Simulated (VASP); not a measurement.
# InAs: input slips in a relaxation and what they do, part 2 of 2

Some relaxations of InAs get a fault in the input on purpose. Which of them show, and how? The starting structure is a measured crystal structure from the Crystallography Open Database. The first relaxation on each setting starts from this cell expanded by 3 % in volume.

VASP 6.6.1.

Results so far: reference 28.25 Å³ an atom; a leftover external pressure of 100 kbar 24.75 Å³ an atom; a k mesh far too coarse 32.44 Å³ an atom.

### Step 5. Relaxation with a smearing far too wide

Level of this step: PBEsol; plane waves and PAW (In_d, As) (VASP).

A slip made on purpose: a smearing far too wide. Against step 2 the input has SIGMA = 2 (also changed: NELM).

INCAR reads:

```
SYSTEM = InAs
PREC = Accurate
ENCUT = 450
EDIFF = 1E-06
NELM = 60
ISMEAR = 0
SIGMA = 2
LREAL = .FALSE.
ALGO = Normal
GGA = PS
NBANDS = 15
LORBIT = 11
LWAVE = .FALSE.
LCHARG = .FALSE.
KPAR = 8
IBRION = 2
NSW = 50
ISIF = 3
EDIFFG = -0.006
```

POSCAR reads:

```
InAs
1.0
    0.0000000000      3.0589920495      3.0589920495
    3.0589920495      0.0000000000      3.0589920495
    3.0589920495      3.0589920495      0.0000000000
In As
1 1
Direct
    0.0000000000      0.0000000000      0.0000000000
    0.7500000000      0.7500000000      0.7500000000
```

KPOINTS reads:

```
Automatic mesh
0
Gamma
10 10 10
0 0 0
```

PAW data sets: In_d and As (PBE family, release 64).

Started as:

```
$ mpirun -np 8 vasp_std
```

Log:

```text
[... set-up lines as in an earlier step ...]
 entering main loop
       N       E                     dE             d eps       ncg     rms          rms(c)
DAV:   1     0.105870634066E+03    0.10587E+03   -0.77732E+03  1417   0.116E+03
DAV:   2    -0.163078736623E+01   -0.10750E+03   -0.10329E+03  1508   0.285E+02
DAV:   3    -0.894973754775E+01   -0.73190E+01   -0.72483E+01  1858   0.771E+01
DAV:   4    -0.912708477418E+01   -0.17735E+00   -0.17729E+00  1722   0.135E+01
[...]
DAV:  10    -0.891258733978E+01   -0.39799E-04   -0.93803E-05  2099   0.151E-01    0.505E-02
DAV:  11    -0.891259777532E+01   -0.10436E-04   -0.30472E-05  1706   0.847E-02    0.292E-02
DAV:  12    -0.891259779764E+01   -0.22317E-07   -0.29946E-06  1608   0.213E-02
   1 F= -.89125978E+01 E0= -.82300181E+01  d E =-.891260E+01
[...]
N       E                     dE             d eps       ncg     rms          rms(c)
DAV:   1    -0.937703543802E+01   -0.46444E+00   -0.11448E+01  1795   0.681E+01    0.385E+00
[...]
DAV:   7    -0.893042640301E+01    0.16923E-05   -0.35959E-05  1795   0.105E-01    0.886E-03
DAV:   8    -0.893042608522E+01    0.31779E-06   -0.87221E-06  1816   0.539E-02
   2 F= -.89304261E+01 E0= -.81863644E+01  d E =-.178283E-01
 trial-energy change:   -0.017828  1 .order   -0.018396   -0.039441    0.002649
 step:   0.9319(harm=  0.9371)  dis= 0.00000  next Energy=    -8.930516 (dE=-0.179E-01)
[...]
N       E                     dE             d eps       ncg     rms          rms(c)
DAV:   1    -0.893259274381E+01   -0.21663E-02   -0.50236E-02  1788   0.419E+00    0.279E-01
DAV:   2    -0.893078042119E+01    0.18123E-02   -0.37147E-03  1753   0.135E+00    0.101E-01
DAV:   3    -0.893049188389E+01    0.28854E-03   -0.87680E-04  1830   0.587E-01    0.457E-02
DAV:   4    -0.893049051104E+01    0.13728E-05   -0.37620E-05  1508   0.552E-02    0.303E-02
DAV:   5    -0.893048877649E+01    0.17345E-05   -0.35106E-06  1644   0.173E-02    0.132E-02
DAV:   6    -0.893048981354E+01   -0.10371E-05   -0.97994E-07  1167   0.123E-02    0.162E-03
DAV:   7    -0.893048968118E+01    0.13236E-06   -0.45806E-07   782   0.124E-02
   3 F= -.89304897E+01 E0= -.81907333E+01  d E =-.178919E-01
[...]
reached required accuracy - stopping structural energy minimisation
```

Wall time 6.6 s (8 MPI ranks of Intel Xeon 6975P-C (Granite Rapids), shared host); peak memory 1.6 GiB; 48 s of CPU time.

OUTCAR, selected parts (step 5):

```text
  Total        0.0023011      0.0023011      0.0023011      0.0000000     -0.0000000      0.0000000
  in kB        0.0612970      0.0612970      0.0612970      0.0000000     -0.0000000      0.0000000
  external PRESSURE =       0.0612970 kB  Pullay stress =       0.0000000 kB

 POSITION                                       TOTAL-FORCE (eV/Angst)
 -----------------------------------------------------------------------------------
      0.00000      0.00000      0.00000         0.000000      0.000000     -0.000000
      4.66464      4.66464      4.66464        -0.000000     -0.000000      0.000000
 -----------------------------------------------------------------------------------
    total drift:                               -0.000000     -0.000000     -0.000000

  FREE ENERGIE OF THE ION-ELECTRON SYSTEM (eV)
  ---------------------------------------------------
  free  energy   TOTEN  =        -8.9304896812 eV

  energy  without entropy=       -7.4509768625  energy(sigma->0) =       -8.19073327

[... 2 parts as in an earlier step ...]

[... 2 further parts left out ...]
[key lines of the parts left out:]
E-fermi :   4.0249
```

With a smearing far too wide the cell ends at 30.073 Å³ an atom, +6.44 % from the reference; the bulk modulus is 36.3 GPa against 55.8 GPa.

### Step 6. Relaxation with low precision and a small cutoff

A slip made on purpose: low precision and a small cutoff. Against step 2 the input has PREC = Low and ENCUT = 190 (also changed: NELM).

INCAR: that of step 5 with these lines changed.

```diff
@@ -1,4 +1,4 @@
 SYSTEM = InAs
-PREC = Accurate
-ENCUT = 450
+PREC = Low
+ENCUT = 190
 EDIFF = 1E-06
@@ -6,3 +6,3 @@
 ISMEAR = 0
-SIGMA = 2
+SIGMA = 0.05
 LREAL = .FALSE.
```

POSCAR is that of step 5.

KPOINTS is that of step 5.

Started as:

```
$ mpirun -np 8 vasp_std
```

Log:

```text
[... set-up lines as in an earlier step ...]
 entering main loop
       N       E                     dE             d eps       ncg     rms          rms(c)
DAV:   1     0.708068079853E+02    0.70807E+02   -0.51036E+03  1472   0.544E+02
DAV:   2    -0.590602184393E+01   -0.76713E+02   -0.75235E+02  1697   0.188E+02
DAV:   3    -0.858415051608E+01   -0.26781E+01   -0.26743E+01  1669   0.396E+01
DAV:   4    -0.860912860226E+01   -0.24978E-01   -0.24976E-01  1928   0.418E+00
[...]
DAV:  11    -0.829348209487E+01   -0.11632E-04   -0.34481E-05  1578   0.612E-02    0.332E-02
DAV:  12    -0.829348368262E+01   -0.15877E-05   -0.21982E-06  1584   0.853E-03    0.761E-03
DAV:  13    -0.829348392901E+01   -0.24639E-06   -0.62571E-07  1188   0.359E-03
   1 F= -.82934839E+01 E0= -.82934453E+01  d E =-.829348E+01
[... from here on, the cycles between the ionic steps are left out ...]
   2 F= -.54546717E+01 E0= -.54546716E+01  d E =0.283881E+01
   3 F= -.86552441E+01 E0= -.86552304E+01  d E =-.361760E+00
   4 F= -.86563843E+01 E0= -.86563786E+01  d E =-.362900E+00
   5 F= -.86562747E+01 E0= -.86562708E+01  d E =-.362791E+00
   6 F= -.86560030E+01 E0= -.86559934E+01  d E =0.271680E-03
   7 F= -.86563856E+01 E0= -.86563801E+01  d E =-.110888E-03
[...]
reached required accuracy - stopping structural energy minimisation
```

Run time: 2.2 s. Hardware: 8 MPI ranks; peak memory 0.83 GiB.

From OUTCAR (step 6):

```text
  Total        0.0045708      0.0045708      0.0045708      0.0000000      0.0000000      0.0000000
  in kB        0.1442739      0.1442739      0.1442739      0.0000000      0.0000000      0.0000000
  external PRESSURE =       0.1442739 kB  Pullay stress =       0.0000000 kB

 POSITION                                       TOTAL-FORCE (eV/Angst)
 -----------------------------------------------------------------------------------
      0.00000      0.00000      0.00000         0.000000      0.000000      0.000000
      4.40811      4.40811      4.40811        -0.000000     -0.000000     -0.000000
 -----------------------------------------------------------------------------------
    total drift:                                0.000070      0.000070      0.000044

  FREE ENERGIE OF THE ION-ELECTRON SYSTEM (eV)
  ---------------------------------------------------
  free  energy   TOTEN  =        -8.6563855704 eV

  energy  without entropy=       -8.6563746942  energy(sigma->0) =       -8.65638013

[... 2 parts as in an earlier step ...]

[... 2 further parts left out ...]
[key lines of the parts left out:]
E-fermi :   5.3664
```

With low precision and a small cutoff the cell ends at 25.379 Å³ an atom, -10.17 % from the reference.

### Step 7. The runs compared

| run | volume (Å³/atom) | change (%) | bulk modulus (GPa) | pressure left (GPa) | core minutes |
| --- | --- | --- | --- | --- | --- |
| reference | 28.254 | - | 55.8 | 0.01 | 1.07 |
| a leftover external pressure of 100 kbar | 24.751 | -12.4 | - | 10.01 | 1.76 |
| a k mesh far too coarse | 32.444 | 14.83 | 38.1 | 0.0 | 0.24 |
| a smearing far too wide | 30.073 | 6.44 | 36.3 | 0.01 | 0.88 |
| low precision and a small cutoff | 25.379 | -10.17 | - | 0.01 | 0.293 |

Core minutes are wall time times ranks, summed over the relaxations behind a row (those for a bulk modulus apart), on shared hosts.

### Step 8. Summary of results

```
volume of the reference                                                : 28.25 Å³/atom
volume against the reference, a leftover external pressure of 100 kbar : -12.40 %
volume against the reference, a k mesh far too coarse                  : +14.83 %
volume against the reference, a smearing far too wide                  : +6.44 %
volume against the reference, low precision and a small cutoff         : -10.17 %
```

**Reading.** Finished, but with signs in the output that stand out against the reference: a leftover external pressure of 100 kbar, with the volume changed by -12.4 % (signs: the Pulay stress that OUTCAR prints, which here is the typed pressure); a k mesh far too coarse, with the volume changed by +14.8 % (signs: 6.4 GPa at the first ionic step (reference: -0.7 GPa) and a large entropy term in the energy); a smearing far too wide, with the volume changed by +6.4 % (signs: 2.1 GPa at the first ionic step (reference: -0.7 GPa) and a large entropy term in the energy); low precision and a small cutoff, with the volume changed by -10.2 % (signs: -17.7 GPa at the first ionic step (reference: -0.7 GPa) and an energy that rises by up to 1.4 eV an atom on the way). Further runs on this material are not shown.

[Lines on the potential files, build, host, timing and source positions are cut from VASP's logs without a mark.]

[Logs are printed without paths, hosts, clocks, repeated set-up lines and the standing remarks that a program may print on its own settings, such as how far it seeks lower states.]

[Hosts, paths, dates, database ids (printed as entryN), source tags and the programs' standing remarks are cut or masked in the printed files.]
